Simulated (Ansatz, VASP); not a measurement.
# Cross-check of Hf between VASP and Ansatz

Aim: how closely do two programs agree when they are given the same cell, functional and k mesh? The structure shown is the end of the Ansatz relaxation below.

Method: plane waves, with VASP 6.6.1 beside it; single point at PBEsol, in Ansatz 0.2.0.

**1. The structure**

The structure is hexagonal, space group P6_3/mmc (No. 194). The conventional cell has a = 3.186 Å, b = 3.186 Å, c = 4.849 Å, α = 90.00°, β = 90.00°, γ = 120.00°. Nearest to Hf lie 12 Hf at 3.04 to 3.19 Å.

Coordinates:

```cif
data_structure
_symmetry_space_group_name_H-M 'P6_3/mmc'
_symmetry_Int_Tables_number 194
_cell_length_a 3.1863
_cell_length_b 3.1863
_cell_length_c 4.8486
_cell_angle_alpha 90.000
_cell_angle_beta 90.000
_cell_angle_gamma 120.000
_cell_volume 42.63
loop_
_atom_site_label
_atom_site_type_symbol
_atom_site_symmetry_multiplicity
_atom_site_Wyckoff_symbol
_atom_site_fract_x
_atom_site_fract_y
_atom_site_fract_z
_atom_site_occupancy
Hf1 Hf 2 d 0.33333 0.66667 0.75000 1
```

**2. Ansatz: relaxation, PBEsol**

Ansatz runs on its PAW soft_1 files.

This run makes the geometry at which the two programs are then compared.

The input, input.yaml:

```yaml
crystal:
  lattice:
    - [3.18231368, 0.0, 0.0]
    - [-1.59115684, 2.7559644897, 0.0]
    - [0.0, 0.0, 4.84855664]
  atoms:
    - { symbol: Hf, position: [0.3333333, 0.6666667, 0.75] }
    - { symbol: Hf, position: [0.6666667, 0.3333333, 0.25] }
kpoints:
  mp_grid: { grid: [16, 16, 9] }
scf:
  occupations: { method: fermi_dirac, width: 0.05 }
hamiltonian:
  xc: pbesol
  pseudopotentials: { kind: paw, azcp: { folder: soft_1 }, xc_functional: pbe }
basis:
  ecutwfc: 600
output:
  forces: true
  stress: true
  write_density: true
  write_potential: true
  elf: true
  volumetric_format: npy
relax:
  f_tol: 0.005
  max_steps: 70
  cell: { stress_tol: 0.02, p_target: 0, fix: [c, alpha, beta, gamma] }
```

The run is started by

```sh
> ansatz run input.yaml --threads 4 --pin off --max-ram 10240MiB --backend cpu --events-out ev --progress --plain --runs-dir out
```

Numbers of over 12 decimals in the logs are rounded to 6 here.

Output:

```text
Warning: crystal.symmetry: narrowed to the stabiliser of the fixed cell quantities (relax.cell.fix) — unitary ops 24 → 8. The narrowing is safe, since a smaller group never makes results wrong: the run goes on under it, on as many k-points as the starting group would need, or more. Excluded: 16 operations that would move a fixed cell quantity at a test strain (relax.cell.fix fixes c, alpha, beta, gamma). The cell can leave their symmetry as it relaxes.
Engine: ansatz 0.2.0, aarch64-unknown-linux-gnu
Pseudopotentials: kind: paw
Pseudopotential: Hf, paw, valence charge 26, recommended cutoff 420 eV (normal), soft_1/Hf.paw.azcp
Functional definition: PBEsol
  exchange = pbesol_x
  correlation = pbesol_c
Crystal: 2 atoms, lattice volume = 42.524 Å³
Basis set: ecut = 600 eV, 1435 PW (Γ), exchange–correlation on 54×54×80 points (8 copies of the dense FFT grid, shifted against one another)
Bands: 32, of which v1, the nominal top of the filled ones, is band 26 counted from 1 (25 counted from 0)
Symmetry: 8 space group operations
k-points: 365 of 2304
Non-local potential: Hf, projectors of the file, l = 0: 3, l = 1: 2, l = 2: 2, l = 3: 3
PAW form: soft (Blöchl's): semilocal exchange-correlation on the pseudo side does not see the compensation charge
PAW frozen core: Hf, regenerated for the run's functional, and the local potential with it (the file was generated under x = pbe(κ = 0.804, μ = 0.219515), c = pbe(β = 0.066725))
PAW one-centre angular grid: Hf, 590 points (default); XC on 64 Gauss nodes
Initial density: superposition of atomic densities (chi_scale 0.1, normalization cell)
Initial wavefunctions: pseudopotential atomic-orbital guess
Functional: x = pbesol(κ = 0.804, μ = 0.123457), c = pbesol(β = 0.046)
SCF iter   1: F=—  HF=-31197.840511 eV  |F-HF|=—  |Δ(HF+E_count)|=         —  Δρ=3.63e-2  dr2=6.63e-1  ethr=3.10e-3  ⟨swp⟩=5.4  Hψ=42770  notcnv=0
preconditioner: auto → Kerker (q_TF=auto, 2.821 Å⁻¹)  [metal: Δε(μ)=0.005 eV  Ē_g=16.906 eV  σ=0.050 eV  W_gap=0.03  n_scr=22 (ndim 8)  ℏωp=39.5 eV  f_vac=0.000  D(μ)=1.23/eV (n_scr^D=8)]
SCF iter   2: F=—  HF=-31197.692815 eV  |F-HF|=—  |Δ(HF+E_count)|=   1.48e-1  Δρ=2.26e-2  dr2=2.55e-1  ethr=1.27e-3  ⟨swp⟩=3.0  Hψ=23811  notcnv=0  defer=44
SCF iter   3: F=—  HF=-31197.645087 eV  |F-HF|=—  |Δ(HF+E_count)|=   4.77e-2  Δρ=1.02e-2  dr2=5.26e-2  ethr=4.90e-4  ⟨swp⟩=2.0  Hψ=20548  notcnv=0  defer=44
SCF iter   4: F=—  HF=-31197.592165 eV  |F-HF|=—  |Δ(HF+E_count)|=   5.29e-2  Δρ=3.32e-3  dr2=2.31e-3  ethr=1.01e-4  ⟨swp⟩=3.0  Hψ=24422  notcnv=0  defer=44
SCF iter   5: F=—  HF=-31197.593191 eV  |F-HF|=—  |Δ(HF+E_count)|=   1.03e-3  Δρ=7.98e-4  dr2=2.67e-4  ethr=4.45e-6  ⟨swp⟩=2.0  Hψ=21621  notcnv=0  defer=41
SCF iter   6: F=—  HF=-31197.593410 eV  |F-HF|=—  |Δ(HF+E_count)|=   2.18e-4  Δρ=1.64e-4  dr2=9.83e-6  ethr=5.13e-7  ⟨swp⟩=2.0  Hψ=21128  notcnv=0  defer=41
SCF iter   7: F=—  HF=-31197.593425 eV  |F-HF|=—  |Δ(HF+E_count)|=   1.54e-5  Δρ=3.78e-5  dr2=6.72e-7  ethr=1.89e-8  ⟨swp⟩=2.0  Hψ=21131  notcnv=0  defer=41
SCF iter   8: F=-31197.593425 eV  HF=-31197.593425 eV  |F-HF|=1.03e-8  |Δ(HF+E_count)|=   1.63e-7  Δρ=6.92e-6  dr2=2.19e-8  ethr=1.92e-10  ⟨swp⟩=8.4  Hψ=75261  notcnv=0
SCF 1 converged in 8 iterations: F = -31197.593425 eV  dr2 = 2.19e-8
  greatest PAW one-centre occupation: 0.998 electrons in one spin orbital (limit 2), on the Hf atom at site 1 (counted from 0), in its partial waves of l = 0
relax step   1: F+E_penalty+E_count = -31197.59342507 eV  Δ(F+E_penalty+E_count) = +0.000e0 eV  max|allowed force component| = 9.905e-9 eV/Å  Δτ_max = 0.0000 Å  P = +2.038 GPa  Ω = 42.524 Å³  fix = [c, alpha, beta, gamma]  reactions: c +5.454 GPa; gamma +0.000 GPa/rad  (8 SCF iters, dr2 threshold 1.00e-7 eV, accepted)
[...]
relax step   2: F+E_penalty+E_count = -31197.59333969 eV  Δ(F+E_penalty+E_count) = +8.538e-5 eV  max|allowed force component| = 2.924e-8 eV/Å  Δτ_max = 0.0000 Å  P = +1.371 GPa  Ω = 42.769 Å³  energy of the carried Pulay correction = -6.290e-6 eV  fix = [c, alpha, beta, gamma]  (4 SCF iters, dr2 threshold 2.00e-7 eV, rejected (line search))
[...]
relax step   3: F+E_penalty+E_count = -31197.59353135 eV  Δ(F+E_penalty+E_count) = -1.063e-4 eV  max|allowed force component| = 1.746e-9 eV/Å  Δτ_max = 0.0000 Å  P = +1.747 GPa  Ω = 42.630 Å³  energy of the carried Pulay correction = -2.731e-6 eV  fix = [c, alpha, beta, gamma]  reactions: c +5.245 GPa; gamma +0.000 GPa/rad  (8 SCF iters, accepted)
[...]
relax step   4: F+E_penalty+E_count = -31197.59353407 eV  Δ(F+E_penalty+E_count) = -2.722e-6 eV  max|allowed force component| = 8.564e-10 eV/Å  Δτ_max = 0.0000 Å  P = +1.747 GPa  Ω = 42.630 Å³  fix = [c, alpha, beta, gamma]  reactions: c +5.245 GPa; gamma -0.000 GPa/rad  stress off target by 1.76e-3 GPa on what of the cell is left free  SCF on the basis re-selected at this cell (its energy is not comparable with the rows above)  (4 SCF iters)
basis re-selected at this cell: Δ(F+E_penalty+E_count) = -2.722e-6 eV, ΔP = -0.000 GPa vs the last step (what re-selecting the basis moved, of the pressure what is left beyond the Pulay correction that the steps carried, after the strain that the cell walked since its last selection, with what the two solves' SCF thresholds leave and, on support functions, any second-order correction that the steps lacked; it is no m [...]
SCF converged after 4 iterations
Free energy (F): -31197.593534 eV
Harris-Foulkes:  -31197.593534 eV  (|F-HF|=7.28e-12)
Internal energy: -31197.582798 eV  (E = F + TS)
E sigma→0 (E₀):  -31197.588166 eV
Entropy (-TS):   -0.010736 eV (-5.368 meV/atom)
Fermi energy:    19.007948 eV
--- Per-component energies (eV) ---
  E_band       = 29.890811
  E_kinetic    = 822.145413
  E_local      = -12386.131667  (includes V_loc(G=0)·N_el)
  E_nonlocal   = 129.576358
  E_hartree    = 6049.250493
  E_xc         = -530.426168
  E_vxc        = -510.734700  (∫ρ·V_xc dr)
  E_paw        = -15151.611026  (= ΣΔE_a)
  E_vpaw       = -123.465644  (= ΣTr[D̂ρ^β])
  E_aug_tail   = 0.000035  (compensation charges beyond the density's cutoff)
  E_ewald      = -10132.888348
  E_core_change = 2.502112  (= ΣΔE_core)
  E_smearing   = -0.010736  (= −TS)
  E_closure    = 0.000000  (closes the sum)
  Σ components = -31197.593534   (vs F -31197.593534, Δ=0.00e0)
--- Forces (eV/Å), atoms counted from 1 ---
  atom   1  Hf    -0.00000000     0.00000000     0.00000000
  atom   2  Hf     0.00000000    -0.00000000     0.00000000
  max |Σ_I F_I| component: 0.00e0 eV/Å
--- Stress (GPa, compression-positive) ---
       -0.001763       0.000000       0.000000
        0.000000      -0.001763       0.000000
        0.000000       0.000000       5.244927
  P = ⅓ Tr σ = 1.7471 GPa (17.471 kbar)
--- Band table (eV; the first three rows and the last of 365) ---
  k-point 0: bands = [... 22 lower, 11.4418, 15.1923, 20.0576, 20.0576, 20.1885, 20.8454, 21.0446, 21.0446, ... 2 higher]
  k-point 1: bands = [... 22 lower, 11.5704, 15.1574, 19.9491, 19.9491, 19.9641, 20.7281, 20.9150, 20.9150, ... 2 higher]
  k-point 2: bands = [... 22 lower, 11.9441, 15.0039, 19.5023, 19.7844, 19.7844, 20.4041, 20.6059, 20.6059, ... 2 higher]
  k-point 364: bands = [... 22 lower, 15.2952, 15.5736, 17.8633, 18.1528, 20.1743, 20.4935, 21.1270, 22.0077, ... 2 higher]
--- Relaxed structure (3 steps of the walk, 2 accepted, 1 SCFs on fresh bases) ---
  F+E_penalty+E_count = -31197.59353407 eV   max|allowed force component| = 8.564e-10 eV/Å   (the final SCF, on the basis selected at the relaxed cell)
  cell:  # Å, volume = 42.6300 Å³
    - [3.186295, 3.194052370015159e-19, 0.0]
    - [-1.593148, 2.759413, 0.0]
    - [0.0, 0.0, 4.84855664]
  atoms:
    - { symbol: Hf, position: [0.333333, 0.666667, 0.75] }
    - { symbol: Hf, position: [0.666667, 0.333333, 0.25] }
```

**3. VASP: single point, PBEsol, pair 1**

The same cell, functional, mesh and smearing now go to VASP, with its own data sets.

Lines of VASP's logs that name or quote its potential files are left out, and so is its time.

The input, INCAR:

```
SYSTEM = Hf
PREC = Accurate
ENCUT = 500
EDIFF = 1E-06
NELM = 120
ISMEAR = -1
SIGMA = 0.05
LREAL = .FALSE.
ALGO = Normal
GGA = PS
NBANDS = 16
LASPH = .TRUE.
LORBIT = 11
LWAVE = .FALSE.
LCHARG = .FALSE.
ISIF = 2
GGA_COMPAT = .FALSE.
KPAR = 2
```

The input, POSCAR:

```
Hf
1.0
    3.1862954607      0.0000000000      0.0000000000
   -1.5931477304      2.7594128130      0.0000000000
    0.0000000000      0.0000000000      4.8485566400
Hf
2
Direct
    0.3333333335      0.6666666665      0.7500000000
    0.6666666665      0.3333333335      0.2500000000
```

The input, KPOINTS:

```
Automatic mesh
0
Gamma
16 16 9
0 0 0
```

The projector-augmented-wave data sets are Hf_pv (PBE family, release 64).

The run is started by

```sh
> mpirun -np 2 vasp_std
```

Output:

```text
[banner, memory and clock lines left out]
running    2 mpi-ranks, on    1 nodes
 distrk:  each k-point on    1 cores,    2 groups
 distr:  one band on    1 cores,    1 groups

 POSCAR found type information on POSCAR Hf
 POSCAR found :  1 types and       2 ions
|                                                                             |
|               ----> ADVICE to this user running VASP <----                  |
|                                                                             |
|     You enforced a specific xc type in the INCAR file but a different       |
|     [... a line on the potential file left out ...]
|     I HOPE YOU KNOW WHAT YOU ARE DOING!                                     |
|                                                                             |

 LDA part: xc-table for (Slater+PW92), standard interpolation
 POSCAR, INCAR and KPOINTS ok, starting setup
 FFT: planning ... GRIDC
 FFT: planning ... GRID_SOFT
 FFT: planning ... GRID
 WAVECAR not read
 entering main loop
       N       E                     dE             d eps       ncg     rms          rms(c)
DAV:   1     0.455544505276E+02    0.45554E+02   -0.11339E+04  4840   0.116E+03
DAV:   2    -0.201960772227E+02   -0.65751E+02   -0.64164E+02  6312   0.248E+02
DAV:   3    -0.217249683156E+02   -0.15289E+01   -0.15226E+01  6384   0.263E+01
DAV:   4    -0.217362356413E+02   -0.11267E-01   -0.11266E-01  5848   0.276E+00
DAV:   5    -0.217363719952E+02   -0.13635E-03   -0.13635E-03  6312   0.252E-01    0.676E+01
DAV:   6    -0.211954129943E+02    0.54096E+00   -0.48373E-01  5680   0.465E+00    0.400E+01
DAV:   7    -0.210036941986E+02    0.19172E+00   -0.79970E-01  5944   0.575E+00    0.191E+00
DAV:   8    -0.209937893357E+02    0.99049E-02   -0.51021E-02  5416   0.156E+00    0.264E-01
DAV:   9    -0.209938886406E+02   -0.99305E-04   -0.10853E-03  6760   0.242E-01    0.188E-01
DAV:  10    -0.209938796023E+02    0.90383E-05   -0.50108E-05  5408   0.504E-02    0.202E-01
DAV:  11    -0.209938804369E+02   -0.83468E-06   -0.55247E-06  6080   0.167E-02
   1 F= -.20993880E+02 E0= -.20988496E+02  d E =-.107690E-01
```

From OUTCAR (step 3):

```text
ion  position               nearest neighbor table
   1  0.333  0.667  0.750-   2 3.04   2 3.04   2 3.04   2 3.04   2 3.04   2 3.04
   2  0.667  0.333  0.250-   1 3.04   1 3.04   1 3.04   1 3.04   1 3.04   1 3.04

  LATTYP: Found a hexagonal cell.
 ALAT       =     3.1862954607
 C/A-ratio  =     1.5216908475

 Subroutine GETGRP returns: Found 24 space group operations
 (whereof 12 operations were pure point group operations)

The static configuration has the point symmetry D_3d.
 The point group associated with its full space group is D_6h.

 Found    150 irreducible k-points:

   k-points           NKPTS =    150   k-points in BZ     NKDIM =    150   number of bands    NBANDS=     16

   dimension x,y,z NGX =    24 NGY =   24 NGZ =   36
   dimension x,y,z NGXF=    48 NGYF=   48 NGZF=   72

   ENCUT  =  500.0 eV  36.75 Ry    6.06 a.u.   5.81  5.81  8.84*2*pi/ulx,y,z

   NELECT =      20.0000    total number of electrons

 k-points in reciprocal lattice and weights: Automatic mesh
   0.00000000  0.00000000  0.00000000       0.000
   0.06250000  0.00000000  0.00000000       0.003
   0.12500000  0.00000000  0.00000000       0.003
   0.18750000  0.00000000  0.00000000       0.003
   0.25000000  0.00000000  0.00000000       0.003
   0.31250000  0.00000000  0.00000000       0.003
   0.37500000  0.00000000  0.00000000       0.003
   0.43750000  0.00000000  0.00000000       0.003
   0.50000000  0.00000000  0.00000000       0.001
[...]
0.37500000  0.25000000  0.44444444       0.005
   0.31250000  0.31250000  0.44444444       0.005

 average (electrostatic) potential at core
       1 -36.6894       2 -36.6894

 E-fermi :   5.1168

 k-point     1 :       0.0000    0.0000    0.0000
  band No.  band energies     occupation
    ...
      4     -24.9023      2.00000
      5     -24.9023      2.00000
      6     -24.8602      2.00000
      7      -2.4507      2.00000
      8       1.3058      2.00000
      9       6.1772      0.00000
     10       6.1772      0.00000
     11       6.3015      0.00000
     12       6.9602      0.00000
     13       7.1635      0.00000
    ...

 k-point     2 :       0.0625    0.0000    0.0000
  band No.  band energies     occupation
    ...
      4     -24.9268      2.00000
      5     -24.9046      2.00000
      6     -24.8669      2.00000
      7      -2.3283      2.00000
      8       1.4213      2.00000
      9       5.8721      0.00000
     10       6.0906      0.00000
     11       6.2914      0.00000
     12       7.0290      0.00000
     13       7.2037      0.00000
    ...

 k-point     3 :       0.1250    0.0000    0.0000
  band No.  band energies     occupation
    ...
      4     -24.9956      2.00000
      5     -24.9117      2.00000
      6     -24.8870      2.00000
      7      -1.9715      2.00000
      8       1.7463      2.00000
      9       5.3214      0.03283
     10       5.5332      0.00048
     11       6.6307      0.00000
     12       6.6955      0.00000
     13       7.0778      0.00000
    ...

  Total       -0.0868972     -0.0868972      1.2799233      0.0000000      0.0000000      0.0000000
  in kB       -3.2658862     -3.2658862     48.1037924      0.0000000      0.0000000      0.0000000
  external PRESSURE =      13.8573400 kB  Pullay stress =       0.0000000 kB

  energy-cutoff  :      500.00
  volume of cell :       42.63
      direct lattice vectors                 reciprocal lattice vectors
     3.186295461  0.000000000  0.000000000     0.313844090  0.181197970  0.000000000
    -1.593147730  2.759412813  0.000000000     0.000000000  0.362395940  0.000000000
     0.000000000  0.000000000  4.848556640     0.000000000  0.000000000  0.206246946

 POSITION                                       TOTAL-FORCE (eV/Angst)
 -----------------------------------------------------------------------------------
      0.00000      1.83961      3.63642         0.000000     -0.000000      0.000000
      1.59315      0.91980      1.21214        -0.000000      0.000000      0.000000
 -----------------------------------------------------------------------------------
    total drift:                               -0.000000      0.000000     -0.000000

  FREE ENERGIE OF THE ION-ELECTRON SYSTEM (eV)
  ---------------------------------------------------
  free  energy   TOTEN  =       -20.9938804369 eV

  energy  without entropy=      -20.9831114641  energy(sigma->0) =      -20.98849595

 total charge
# of ion       s       p       d       tot
------------------------------------------
    1        0.406   6.407   1.617   8.429
    2        0.406   6.407   1.617   8.429
--------------------------------------------------
tot          0.812  12.813   3.234  16.858

[... 3 further parts left out ...]
```

The run ends at a pressure of 1.39 GPa.

**4. Differences**

Known differences besides the potentials themselves: the data sets hold 52 valence electrons in Ansatz (on its PAW soft_1 files) and 20 in VASP; the cutoff is 600 eV in Ansatz and 500 eV in VASP; Ansatz makes its cores anew for this functional, VASP keeps those of its PBE data sets; Ansatz's pressure holds a Pulay correction, VASP's none. Total energies have different zeros and are not compared.

Both answers:

```csv
quantity,Ansatz,VASP,difference
pressure (GPa),1.75,1.39,+0.36
```

**5. Ansatz: relaxation, PBEsol**

This run makes the geometry at which the two programs are then compared. The cell compared in this pair holds 42.81 Å³, against 42.63 Å³ for the pair before.

The structure compared here is the end of the Ansatz relaxation.

Changes to input.yaml since step 2:

```diff
@@ -2,5 +2,5 @@
   lattice:
-    - [3.18231368, 0.0, 0.0]
-    - [-1.59115684, 2.7559644897, 0.0]
-    - [0.0, 0.0, 4.84855664]
+    - [3.17441712, 0.0, 0.0]
+    - [-1.58720856, 2.7491258681, 0.0]
+    - [0.0, 0.0, 4.89854176]
   atoms:
```

The run is started by

```sh
> ansatz run input.yaml --threads 4 --pin off --max-ram 10240MiB --backend cpu --events-out ev --progress --plain --runs-dir out
```

Output:

```text
[...]
Crystal: 2 atoms, lattice volume = 42.749 Å³
Basis set: ecut = 600 eV, 1435 PW (Γ), exchange–correlation on 54×54×80 points (8 copies of the dense FFT grid, shifted against one another)
Bands: 32, of which v1, the nominal top of the filled ones, is band 26 counted from 1 (25 counted from 0)
Symmetry: 8 space group operations
k-points: 365 of 2304
[...]
k-point 364: bands = [... 22 lower, 15.2195, 15.4923, 17.7543, 18.0203, 20.0768, 20.3911, 21.0982, 21.9621, ... 2 higher]
--- Relaxed structure (3 steps of the walk, 2 accepted, 1 SCFs on fresh bases) ---
[...]
cell:  # Å, volume = 42.8120 Å³
    - [3.176759, -1.1211994784599795e-19, 0.0]
    - [-1.588380, 2.751154, 0.0]
    - [0.0, 0.0, 4.89854176]
  atoms:
    - { symbol: Hf, position: [0.333333, 0.666667, 0.750000] }
    - { symbol: Hf, position: [0.666667, 0.333333, 0.250000] }
[key lines of the parts left out:]
SCF converged after 3 iterations
Free energy (F): -31197.605368 eV
Fermi energy:    18.914516 eV
P = ⅓ Tr σ = 1.1389 GPa (11.389 kbar)
```

(Part 1 of 2 ends here.)

[Lines on the potential files, build, host, timing and source positions are cut from VASP's logs without a mark.]

[Logs are printed without paths, hosts, clocks, repeated set-up lines and the standing remarks that a program may print on its own settings, such as how far it seeks lower states.]

[Hosts, paths, dates, database ids (printed as entryN), source tags and the programs' standing remarks are cut or masked in the printed files.]
